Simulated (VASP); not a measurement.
Output of a VASP run:

### OUTCAR
```
 ion  position               nearest neighbor table
   1  0.000  0.000  0.000-
  LATTYP: Found a face centered cubic cell.
 ALAT       =     4.7844717238
 Subroutine PRICEL returns:
 Original cell was already a primitive cell.
 Subroutine GETGRP returns: Found 48 space group operations
The static configuration has the point symmetry O_h .
The dynamic configuration has the point symmetry O_h .
 Subroutine INISYM returns: Found 48 space group operations
 Subroutine IBZKPT returns following result:
 Found     84 irreducible k-points:

 Following reciprocal coordinates:
            Coordinates               Weight
  0.000000  0.000000  0.000000      1.000000
  0.076923  0.000000  0.000000      8.000000
  0.153846  0.000000  0.000000      8.000000
  0.230769  0.000000  0.000000      8.000000
  0.307692  0.000000  0.000000      8.000000
  0.384615  0.000000  0.000000      8.000000
  0.461538  0.000000  0.000000      8.000000
  0.076923  0.076923  0.000000      6.000000
  0.153846  0.076923  0.000000     24.000000
  0.230769  0.076923  0.000000     24.000000
  0.307692  0.076923  0.000000     24.000000
  0.384615  0.076923  0.000000     24.000000
  0.461538  0.076923  0.000000     24.000000
 -0.461538  0.076923  0.000000     24.000000
 -0.384615  0.076923  0.000000     24.000000
 -0.307692  0.076923  0.000000     24.000000
 -0.230769  0.076923  0.000000     24.000000
 -0.153846  0.076923  0.000000     24.000000
 -0.076923  0.076923  0.000000     12.000000
  0.153846  0.153846  0.000000      6.000000
  0.230769  0.153846  0.000000     24.000000
  0.307692  0.153846  0.000000     24.000000
  0.384615  0.153846  0.000000     24.000000
  0.461538  0.153846  0.000000     24.000000
 -0.461538  0.153846  0.000000     24.000000
 -0.384615  0.153846  0.000000     24.000000
 -0.307692  0.153846  0.000000     24.000000
 -0.230769  0.153846  0.000000     24.000000
 -0.153846  0.153846  0.000000     12.000000
  0.230769  0.230769  0.000000      6.000000
  0.307692  0.230769  0.000000     24.000000
  0.384615  0.230769  0.000000     24.000000
  0.461538  0.230769  0.000000     24.000000
 -0.461538  0.230769  0.000000     24.000000
 -0.384615  0.230769  0.000000     24.000000
 -0.307692  0.230769  0.000000     24.000000
 -0.230769  0.230769  0.000000     12.000000
  0.307692  0.307692  0.000000      6.000000
  0.384615  0.307692  0.000000     24.000000
  0.461538  0.307692  0.000000     24.000000
   k-points           NKPTS =     84   k-points in BZ     NKDIM =     84   number of bands    NBANDS=      9
   number of dos      NEDOS =    301   number of ions     NIONS =      1
   total plane-waves  NPLWV =  21952
   dimension x,y,z NGX =    28 NGY =   28 NGZ =   28
   dimension x,y,z NGXF=    56 NGYF=   56 NGZF=   56
   ions per type =               1
   PREC   = accura    normal or accurate (medium, high low for compatibility)
   ISTART =      0    job   : 0-new  1-cont  2-samecut
   ICHARG =      2    charge: 1-file 2-atom 10-const
   ISPIN  =      1    spin polarized calculation?
   LNONCOLLINEAR =      F non collinear calculations
   LSORBIT =      F    spin-orbit coupling
   INIWAV =      1    electr: 0-lowe 1-rand  2-diag
   ENCUT  =  500.0 eV  36.75 Ry    6.06 a.u.   6.17  6.17  6.17*2*pi/ulx,y,z
   NELM   =    100;   NELMIN=  2; NELMDL= -5     # of ELM steps
   EDIFF  = 0.1E-05   stopping-criterion for ELM
   LREAL  =      F    real-space projection
   NLSPLINE    = F    spline interpolate recip. space projectors
   LMAXMIX     =    4 max onsite mixed and CHGCAR
   VOSKOWN=      0    Vosko Wilk Nusair interpolation
   EDIFFG = -.2E-01   stopping-criterion for IOM
   NSW    =     40    number of steps for IOM
   NBLOCK =      1;   KBLOCK =     40    inner block; outer block
   IBRION =      2    ionic relax: 0-MD 1-quasi-New 2-CG
   NFREE  =      1    steps in history (QN), initial steepest desc. (CG)
...
```

OSZICAR:
```
       N       E                     dE             d eps       ncg     rms          rms(c)
DAV:   1     0.345331071441E+02    0.34533E+02   -0.55355E+03  1528   0.103E+03
DAV:   2     0.217670156626E-01   -0.34511E+02   -0.33946E+02  1918   0.173E+02
DAV:   3    -0.834635570650E+00   -0.85640E+00   -0.84916E+00  1946   0.230E+01
DAV:   4    -0.860728977471E+00   -0.26093E-01   -0.26089E-01  2060   0.321E+00
DAV:   5    -0.861903424940E+00   -0.11744E-02   -0.11744E-02  1983   0.395E-01    0.169E+01
DAV:   6    -0.825991967020E+00    0.35911E-01   -0.34111E-02  2276   0.122E+00    0.101E+01
DAV:   7    -0.813723507914E+00    0.12268E-01   -0.55214E-02  2214   0.141E+00    0.604E-01
DAV:   8    -0.813722844164E+00    0.66375E-06   -0.28912E-03  1639   0.509E-01    0.186E-01
DAV:   9    -0.813709327373E+00    0.13517E-04   -0.84012E-05  2249   0.789E-02    0.490E-02
DAV:  10    -0.813708715142E+00    0.61223E-06   -0.46072E-06  1744   0.273E-02
   1 F= 0.26042074E+01 E0= 0.26039146E+01  d E =0.260421E+01
       N       E                     dE             d eps       ncg     rms          rms(c)
DAV:   1    -0.801302064764E+00    0.12407E-01   -0.30481E-02  2110   0.143E+00    0.333E-01
DAV:   2    -0.800135052051E+00    0.11670E-02   -0.21102E-03  2050   0.376E-01    0.951E-02
DAV:   3    -0.799909180750E+00    0.22587E-03   -0.12518E-03  2195   0.233E-01    0.837E-02
DAV:   4    -0.799955361194E+00   -0.46180E-04   -0.25711E-05  2339   0.406E-02    0.392E-02
DAV:   5    -0.799983302858E+00   -0.27942E-04   -0.58804E-05  2223   0.503E-02    0.112E-02
DAV:   6    -0.799985222379E+00   -0.19195E-05   -0.13360E-06  1109   0.155E-02    0.191E-03
DAV:   7    -0.799985217045E+00    0.53333E-08   -0.13765E-07   813   0.284E-03
   2 F= 0.26041580E+01 E0= 0.26038982E+01  d E =-.493903E-04
```

OUTCAR:
```
------------------------ aborting loop because EDIFF is reached ----------------------------------------
  FORCE on cell =-STRESS in cart. coord.  units (eV):
  Direction    XX          YY          ZZ          XY          YZ          ZX
  --------------------------------------------------------------------------------------
  Total        3.4124146      3.4124146      3.4124146     -0.0000000      0.0000000      0.0000000
  in kB      200.4859595    200.4859595    200.4859595     -0.0000000      0.0000000      0.0000000
  external PRESSURE =       0.4859595 kB  Pullay stress =     200.0000000 kB
  volume of cell :       27.27
      direct lattice vectors                 reciprocal lattice vectors
     0.000000000  2.389018272  2.389018272    -0.209290990  0.209290990  0.209290990
     2.389018272  0.000000000  2.389018272     0.209290990 -0.209290990  0.209290990
     2.389018272  2.389018272  0.000000000     0.209290990  0.209290990 -0.209290990
 POSITION                                       TOTAL-FORCE (eV/Angst)
 -----------------------------------------------------------------------------------
      4.77804      4.77804      4.77804         0.000000     -0.000000      0.000000
 -----------------------------------------------------------------------------------
    total drift:                                0.000000      0.000000      0.000000
  FREE ENERGIE OF THE ION-ELECTRON SYSTEM (eV)
  ---------------------------------------------------
  free  energy   TOTEN  =        -0.7999852170 eV

  energy  without entropy=       -0.8007645426  energy(sigma->0) =       -0.80024499
  enthalpy is  TOTEN    =         2.6041580012 eV   P V=        3.4041432182

 reached required accuracy - stopping structural energy minimisation
```
(Selected blocks of OUTCAR.)

POSCAR:
```
Sr
1
   -0.0000000000     2.3922358619     2.3922358619
    2.3922358619     0.0000000000     2.3922358619
    2.3922358619     2.3922358619     0.0000000000
Sr
1
Direct
  0.0000000000   0.0000000000   0.0000000000
```

**Question.** Write an INCAR and KPOINTS that could have produced this output.

**Answer.** One answer among several that fit: the input of the run itself, PBEsol GGA, plane waves, VASP's PBE PAW potentials (set 64).

INCAR:
```
SYSTEM = Sr
PREC = Accurate
ENCUT = 500
EDIFF = 1E-6
NELM = 100
ALGO = Normal
LREAL = .FALSE.
LASPH = .TRUE.
ISMEAR = 1
SIGMA = 0.1
GGA = PS
LMAXMIX = 4
LWAVE = .FALSE.
LCHARG = .FALSE.
IBRION = 2
ISIF = 3
NSW = 40
EDIFFG = -0.02
PSTRESS = 200
```

KPOINTS:
```
K-points
0
Gamma
  13 13 13
0 0 0
```

POTCAR, in this order: Sr_sv (PBE.64 set). Program: vasp_std.

The compound is Sr in the fcc structure. This run relaxes it under an external pressure of 20 GPa. Symmetry was kept, so distortions that lower it aren't found.
